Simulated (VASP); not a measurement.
An input for Quantum ESPRESSO's pw.x (written as the equivalent of a VASP run, and not itself run):

```
&CONTROL
  calculation = 'vc-relax'
  pseudo_dir = './pseudo'
  outdir = './out'
  tprnfor = .true.
  tstress = .true.
  nstep = 60
  forc_conv_thr = 0.00078
/
&SYSTEM
  ibrav = 0
  nat = 3
  ntyp = 2
  ecutwfc = 72
  occupations = 'smearing'
  smearing = 'gaussian'
  degauss = 0.003675
  input_dft = 'pbe'
  vdw_corr = 'grimme-d3'
  dftd3_version = 4
  dftd3_threebody = .false.
/
&ELECTRONS
  conv_thr = 7.3e-08
  electron_maxstep = 100
/
&IONS
/
&CELL
  cell_dofree = 'shape'
/
ATOMIC_SPECIES
  S 32.060 S.upf
  Sn 118.710 Sn.upf
CELL_PARAMETERS angstrom
     3.6669254    0.0000000   -0.0000000
    -1.8334627    3.1756509    0.0000000
    -0.0000000    0.0000000   18.7754687
ATOMIC_POSITIONS crystal
  S    0.6666670  0.3333330  0.4210207
  S    0.3333330  0.6666670  0.5789793
  Sn   0.0000000  0.0000000  0.5000000
K_POINTS automatic
  6 6 1 0 0 0
```

Translate this input to VASP (INCAR, KPOINTS, POSCAR, choice of POTCAR).

Several could match; the one computed here: 
INCAR:
```
ALGO=Normal
EDIFF=1E-6
EDIFFG=-0.02
ENCUT=400
GGA=PE
IBRION=2
ISIF=4
ISMEAR=0
IVDW=12
LASPH=T
LCHARG=F
LMAXMIX=4
LREAL=F
LWAVE=F
NELM=100
NSW=60
PREC=Accurate
SIGMA=0.05
SYSTEM=SnS2 monolayer
```

### POSCAR
```
SnS2 monolayer
1
    3.6669254123     0.0000000000    -0.0000000000
   -1.8334627062     3.1756508564     0.0000000000
   -0.0000000000     0.0000000000    18.7754687444
S Sn
2 1
Direct
  0.6666670000   0.3333330000   0.4210207179
  0.3333330000   0.6666670000   0.5789792821
  0.0000000000   0.0000000000   0.5000000000
```

### KPOINTS
```
Automatic mesh
0
Gamma
6 6 1
0 0 0
```

POTCAR, in this order: S Sn_d (PBE.64 set). Program: vasp_std.

What does not carry over: the potentials are each code's own (VASP's PAW set, PseudoDojo norm-conserving files in pw.x), so ENCUT and ecutwfc are chosen apart and not converted; conv_thr bounds pw.x's estimated SCF error, while EDIFF bounds the energy change between steps; forc_conv_thr acts on force components and is met together with etot_conv_thr.

The cell is a sheet with vacuum, built from a generated structure.
